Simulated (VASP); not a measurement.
Computed with PBE GGA, VASP's PBE PAW potentials (set 64) (plane waves; VASP).

VASP input:

### INCAR
```
# general
SYSTEM =KZnF3
PREC   =Accurate
ENCUT  =520
LREAL  =.FALSE.
LASPH  =.TRUE.

# electronic loop
EDIFF  =1E-8
NELM   =100
ALGO   =Normal
LMAXMIX=4

# smearing
ISMEAR =0
SIGMA  =0.05

# functional
GGA    =PE

# ions
IBRION =1
NSW    =30
ISIF   =2
EDIFFG =-0.001

# output
LWAVE  =.FALSE.
LCHARG =.FALSE.
```

**POSCAR**
```
KZnF3
1
    4.1288031481     0.0000000000     0.0000000000
    0.0000000000     4.1288031481     0.0000000000
    0.0000000000     0.0000000000     4.1288031481
K Zn F
1 1 3
Direct
  0.0000000000   0.0000000000   0.0000000000
  0.5000000000   0.5000000000   0.5000000000
  0.5000000000   0.0000000000   0.5000000000
  0.0000000000   0.5000000000   0.5000000000
  0.5000000000   0.5000000000   0.0000000000
```

KPOINTS:
```
Automatic mesh
0
Gamma
5 5 5
0 0 0
```

POTCAR, in this order: K_sv Zn F (PBE.64 set). Program: vasp_std.

What VASP printed:

OSZICAR:
```
       N       E                     dE             d eps       ncg     rms          rms(c)
DAV:   1     0.451049648256E+03    0.45105E+03   -0.22599E+04   500   0.199E+03
DAV:   2     0.155014756024E+02   -0.43555E+03   -0.42209E+03   612   0.484E+02
DAV:   3    -0.217919810921E+02   -0.37293E+02   -0.37150E+02   586   0.156E+02
DAV:   4    -0.226452446807E+02   -0.85326E+00   -0.85163E+00   800   0.220E+01
DAV:   5    -0.226656997961E+02   -0.20455E-01   -0.20448E-01   648   0.266E+00    0.111E+01
DAV:   6    -0.202941690324E+02    0.23715E+01   -0.87733E+00   719   0.409E+01    0.664E+00
DAV:   7    -0.203594892268E+02   -0.65320E-01   -0.15690E+00   520   0.855E+00    0.435E+00
DAV:   8    -0.203747490187E+02   -0.15260E-01   -0.61837E-01   635   0.161E+01    0.167E+00
DAV:   9    -0.203365537730E+02    0.38195E-01   -0.10316E-01   782   0.938E+00    0.672E-01
DAV:  10    -0.203324627769E+02    0.40910E-02   -0.92664E-02   740   0.739E+00    0.304E-01
DAV:  11    -0.203320248456E+02    0.43793E-03   -0.14507E-02   726   0.160E+00    0.850E-02
DAV:  12    -0.203321161905E+02   -0.91345E-04   -0.61278E-04   567   0.204E-01    0.856E-02
DAV:  13    -0.203321267015E+02   -0.10511E-04   -0.21971E-04   605   0.419E-01    0.786E-02
DAV:  14    -0.203321066808E+02    0.20021E-04   -0.17113E-04   678   0.464E-01    0.560E-02
DAV:  15    -0.203320781057E+02    0.28575E-04   -0.13368E-04   558   0.105E-01    0.237E-02
DAV:  16    -0.203320724605E+02    0.56452E-05   -0.12136E-05   682   0.583E-02    0.122E-02
DAV:  17    -0.203320707009E+02    0.17596E-05   -0.53076E-06   669   0.467E-02    0.459E-03
DAV:  18    -0.203320705683E+02    0.13262E-06   -0.32992E-06   654   0.167E-02    0.161E-03
DAV:  19    -0.203320706130E+02   -0.44796E-07   -0.27590E-07   700   0.458E-03    0.236E-03
DAV:  20    -0.203320705693E+02    0.43702E-07   -0.67826E-08   532   0.872E-03    0.166E-03
DAV:  21    -0.203320705232E+02    0.46146E-07   -0.16558E-07   610   0.426E-03    0.273E-04
DAV:  22    -0.203320705232E+02   -0.34561E-10   -0.59468E-09   265   0.705E-04
   1 F= -.20332071E+02 E0= -.20332071E+02  d E =-.203321E+02
```

File OUTCAR:
```
------------------------ aborting loop because EDIFF is reached ----------------------------------------
  FORCE on cell =-STRESS in cart. coord.  units (eV):
  Direction    XX          YY          ZZ          XY          YZ          ZX
  --------------------------------------------------------------------------------------
  Total        0.0743909      0.0743909      0.0743909     -0.0000000      0.0000000     -0.0000000
  in kB        1.6933926      1.6933926      1.6933926     -0.0000000      0.0000000     -0.0000000
  external PRESSURE =       1.6933926 kB  Pullay stress =       0.0000000 kB
  volume of cell :       70.38
      direct lattice vectors                 reciprocal lattice vectors
     4.128803148  0.000000000  0.000000000     0.242200939  0.000000000  0.000000000
     0.000000000  4.128803148  0.000000000     0.000000000  0.242200939  0.000000000
     0.000000000  0.000000000  4.128803148     0.000000000  0.000000000  0.242200939
 POSITION                                       TOTAL-FORCE (eV/Angst)
 -----------------------------------------------------------------------------------
      0.00000      0.00000      0.00000         0.000000      0.000000      0.000000
      2.06440      2.06440      2.06440         0.000000      0.000000      0.000000
      2.06440      0.00000      2.06440         0.000000      0.000000      0.000000
      0.00000      2.06440      2.06440         0.000000      0.000000      0.000000
      2.06440      2.06440      0.00000         0.000000      0.000000      0.000000
 -----------------------------------------------------------------------------------
    total drift:                                0.000000     -0.000000     -0.000000
  FREE ENERGIE OF THE ION-ELECTRON SYSTEM (eV)
  ---------------------------------------------------
  free  energy   TOTEN  =       -20.3320705232 eV

  energy  without entropy=      -20.3320705232  energy(sigma->0) =      -20.33207052

 reached required accuracy - stopping structural energy minimisation
```
(Selected blocks of OUTCAR.)

The compound is KZnF3 in the cubic perovskite structure. It was relaxed first, which changed the volume by +6 %. The start is the result of an earlier pass.
